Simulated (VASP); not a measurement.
Data:

```
Cu2O
1.0
    4.18038     0.00000     0.00000
    0.00000     4.18038     0.00000
    0.00000     0.00000     4.18038
Cu O
4 2
Direct
  0.75000   0.25000   0.75000
  0.25000   0.75000   0.75000
  0.75000   0.75000   0.25000
  0.25000   0.25000   0.25000
  0.00000   0.00000   0.00000
  0.50000   0.50000   0.50000
```

Calculation: LDA (Ceperley-Alder, Perdew-Zunger), VASP's LDA PAW potentials (set 64) (plane waves; VASP). Settings: 520 eV cut-off, Gaussian smearing of 0.050 eV, potentials Cu O.

Question: Predict the band gap (along the path) with the smallest direct gap where there is one.

Answer: 
```
Property                                Value
------------------------------------  -------
band gap (along the path)             0.69 eV
smallest direct gap (along the path)  0.69 eV
```

The absolute energy has meaning only against runs of the same code, potentials and settings.

The compound is Cu2O in the cuprite structure. It was relaxed first, which changed the volume by -6 %.
